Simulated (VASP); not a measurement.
Energy against volume of Sb (a7). All values below come from PW91 GGA, VASP's PBE PAW potentials (set 64) (plane waves; VASP). Numerical set-up: 520 eV cut-off, 7×7×7 Γ-centred mesh, Gaussian smearing of 0.050 eV, potentials Sb.

Shape and ions are relaxed at each volume.

| V (Å³/atom) | E (eV/atom) |
|---|---|
| 29.978 | -4.15276 |
| 30.935 | -4.16393 |
| 31.892 | -4.16711 |
| 32.849 | -4.16398 |

### Question
Fit these four points and predict the energy of the run at 33.805 Å³/atom.

### Answer
A cubic in V^(−2/3), the third-order Birch-Murnaghan form, passes through the four points with V0 = 31.86 Å³/atom and B0 = 35 GPa, and gives -4.1559 eV/atom there. The run gave -4.1560 eV/atom, -0.1 meV/atom from the fit; all five points give B0 = 35 GPa.

The compound is Sb in the a7 structure. It was relaxed first, which changed the volume by +5 %.
